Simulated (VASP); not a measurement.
Here is the system:

```yaml
crystal:
  lattice:
    - [4.33094, 0.00000, 0.00000]
    - [-2.16547, 3.75070, 0.00000]
    - [0.00000, 0.00000, 7.40623]
  atoms:
    - { symbol: Ba, position: [0.00000, 0.00000, 0.00000] }
    - { symbol: Cd, position: [0.66667, 0.33333, 0.36925] }
    - { symbol: Cd, position: [0.33333, 0.66667, 0.63075] }
    - { symbol: P, position: [0.66667, 0.33333, 0.73430] }
    - { symbol: P, position: [0.33333, 0.66667, 0.26570] }
```

Computed with LDA (Ceperley-Alder, Perdew-Zunger), VASP's LDA PAW potentials (set 64) (plane waves; VASP). Numerical set-up: 400 eV cut-off, 7×7×4 Γ-centred mesh, tetrahedra with Blöchl corrections, potentials Ba_sv Cd P.

The cores are frozen, which limits the accuracy of field gradients.

Q: Give the principal components of the electric field gradient (V/Å²) and the asymmetry η at each nucleus.

A: 
| atom | Vxx | Vyy | Vzz | η |
|---|---|---|---|---|
| Ba1 | 8.3 | 8.3 | -16.6 | 0.00 |
| Cd2 | -10.7 | -10.7 | 21.3 | 0.00 |
| Cd3 | -10.7 | -10.7 | 21.3 | 0.00 |
| P4 | 3.5 | 3.5 | -7.0 | 0.00 |
| P5 | 3.5 | 3.5 | -7.0 | 0.00 |

The structure comes from a computed database's BaCd2P2 entry (P-3m1); how it stands against other phases isn't given here. It was relaxed first, which changed the volume by -7 %.
